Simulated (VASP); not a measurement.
A run of VASP 6.6.1:

The input INCAR:

```
ALGO     = Normal         # electronic algorithm
EDIFF    = 1E-7           # SCF threshold, eV
ENCUT    = 520            # plane-wave cutoff, eV
GGA      = PE             # functional
ISIF     = 2              # what is computed and relaxed
ISMEAR   = 1              # smearing method
LASPH    = True           # aspherical terms in the spheres
LCHARG   = False          # write CHGCAR
LREAL    = False          # projectors in reciprocal space
LWAVE    = False          # write WAVECAR
NBANDS   = 14             # bands
NELM     = 60             # most SCF steps
PREC     = Accurate       # precision mode
SIGMA    = 0.1            # smearing width, eV
```

Contents of KPOINTS:

```
k-points
0
Gamma
  20 20 18
```

Contents of POSCAR:

```
ZnB
1.0
    2.5092254764      0.0000000000      0.0000000000
    0.0000000000      2.5092254764      0.0000000000
    0.0000000000      0.0000000000      3.3801825897
Zn B
1 1
Direct
    0.5000000000      0.5000000000      0.5000000000
    0.0000000000      0.0000000000      0.0000000000
```

Potentials or basis: VASP PAW PBE potentials, release 64 (Zn, B).

Command:

```sh
$ cat potpaw_PBE.64/Zn/POTCAR potpaw_PBE.64/B/POTCAR > POTCAR
$ mpirun -np 1 vasp_std > vasp.out
```

Hardware: 1 thread of Intel(R) Xeon(R) Platinum 8559C (Emerald Rapids) (shared host).

Task: Estimate the wall time of this run.

Result: It took 74 s on 1 thread of Intel(R) Xeon(R) Platinum 8559C (Emerald Rapids), with other jobs on the host, peak memory 0.31 GiB. Counts: scf iterations 13, k points 660.
